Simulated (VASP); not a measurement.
```xyz
2
Lattice="1.5950 -2.7626 0.0000 1.5950 2.7626 0.0000 0.0000 0.0000 5.0500" Properties=species:S:1:pos:R:3 pbc="T T T"
Hf     1.5950     0.9209     1.2625
Hf     1.5950    -0.9209     3.7875
```

Method: revPBE GGA, VASP's PBE PAW potentials (set 64) (plane waves; VASP). Run with 520 eV cut-off, 12×12×7 Γ-centred mesh, first-order Methfessel-Paxton smearing of 0.10 eV, potentials Hf_pv.

Energy and stress use the plane-wave basis of the starting cell.

Question: The ions, cell shape and volume are relaxed. Predict the relaxed structure.

Answer: 
```xyz
2
Lattice="1.6100 -2.7886 0.0000 1.6100 2.7886 0.0000 0.0000 0.0000 5.0945" Properties=species:S:1:pos:R:3 pbc="T T T"
Hf     1.6100     0.9295     1.2736
Hf     1.6100    -0.9295     3.8209
```
Space group P6_3/mmc (194), at a tolerance of 0.03 Å.

Question: How do energy and volume change from the first to the last step?

Answer: The energy (σ→0) changes by -5.9 meV/atom and the volume by +2.8 %, in 4 ionic steps.

The compound is Hf in the hcp structure. This run relaxes it. Symmetry was kept, so distortions that lower it aren't found.
